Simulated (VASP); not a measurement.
All values below come from PBE GGA, VASP's PBE PAW potentials (set 64) (plane waves; VASP).

A VASP calculation is set up with these files.

**INCAR**
```
SYSTEM = RuAl
PREC = Accurate
ENCUT = 300
EDIFF = 1E-6
NELM = 100
ALGO = Normal
LREAL = .FALSE.
LASPH = .TRUE.
ISMEAR = 0
SIGMA = 0.05
GGA = PE
LMAXMIX = 4
LWAVE = .FALSE.
LCHARG = .FALSE.
ISIF = 2
```

File KPOINTS:
```
kpoints
0
gamma
7 7 7
```

File POSCAR:
```
RuAl
2.990
  1.0000000000   0.0000000000   0.0000000000
  0.0000000000   1.0000000000   0.0000000000
  0.0000000000   0.0000000000   1.0000000000
Al Ru
1 1
direct
  0.4975390000   0.4920570000   0.4945840000
  0.0024610000   0.0079430000   0.0054160000
```

POTCAR, in this order: Al Ru_pv (PBE.64 set). Program: vasp_std.

The run wrote:

OSZICAR:
```
       N       E                     dE             d eps       ncg     rms          rms(c)
DAV:   1     0.579848238398E+02    0.57985E+02   -0.73227E+03  4896   0.861E+02
DAV:   2    -0.138593854183E+02   -0.71844E+02   -0.68789E+02  4588   0.252E+02
DAV:   3    -0.149189999609E+02   -0.10596E+01   -0.10507E+01  4820   0.315E+01
DAV:   4    -0.149281269486E+02   -0.91270E-02   -0.91251E-02  4848   0.283E+00
DAV:   5    -0.149283410536E+02   -0.21411E-03   -0.21410E-03  5064   0.360E-01    0.122E+01
DAV:   6    -0.143481435756E+02    0.58020E+00   -0.37240E+00  4448   0.218E+01    0.261E+00
DAV:   7    -0.142590710050E+02    0.89073E-01   -0.35332E-01  4448   0.681E+00    0.222E+00
DAV:   8    -0.142447754134E+02    0.14296E-01   -0.17972E-02  4508   0.130E+00    0.217E-01
DAV:   9    -0.142446389010E+02    0.13651E-03   -0.27291E-04  4884   0.153E-01    0.139E-01
DAV:  10    -0.142446308778E+02    0.80232E-05   -0.41692E-05  4652   0.760E-02    0.942E-03
DAV:  11    -0.142446291052E+02    0.17726E-05   -0.53488E-06  4672   0.288E-02    0.794E-03
DAV:  12    -0.142446289780E+02    0.12715E-06   -0.21552E-07  2388   0.492E-03
   1 F= -.14244629E+02 E0= -.14242600E+02  d E =-.405724E-02
```

**OUTCAR**
```
------------------------ aborting loop because EDIFF is reached ----------------------------------------
  FORCE on cell =-STRESS in cart. coord.  units (eV):
  Direction    XX          YY          ZZ          XY          YZ          ZX
  --------------------------------------------------------------------------------------
  Total        0.4735522      0.4399696      0.4599375      0.0191665      0.0420907      0.0130769
  in kB       28.3834273     26.3705776     27.5674009      1.1487861      2.5228037      0.7837921
  external PRESSURE =      27.4404686 kB  Pullay stress =       0.0000000 kB
  volume of cell :       26.73
      direct lattice vectors                 reciprocal lattice vectors
     2.990000000  0.000000000  0.000000000     0.334448161  0.000000000  0.000000000
     0.000000000  2.990000000  0.000000000     0.000000000  0.334448161  0.000000000
     0.000000000  0.000000000  2.990000000     0.000000000  0.000000000  0.334448161
 POSITION                                       TOTAL-FORCE (eV/Angst)
 -----------------------------------------------------------------------------------
      1.48764      1.47125      1.47881         0.116199      0.371900      0.254838
      0.00736      0.02375      0.01619        -0.116199     -0.371900     -0.254838
 -----------------------------------------------------------------------------------
    total drift:                               -0.000244     -0.000295     -0.000377
  FREE ENERGIE OF THE ION-ELECTRON SYSTEM (eV)
  ---------------------------------------------------
  free  energy   TOTEN  =       -14.2446289780 eV

  energy  without entropy=      -14.2405717373  energy(sigma->0) =      -14.24260036
```
(Selected blocks of OUTCAR.)

At this cut-off the stress carries a Pulay error, which pulls relaxed volumes low.

The structure is a typed RuAl crystal. The cell was not relaxed at this level, atoms are displaced from their ideal sites. The k-mesh is coarse (spacing up to 0.30 per Å, 2π included), so the numbers may not be converged in it. The electron count is odd and the run is not spin-polarised, which forces a metal.
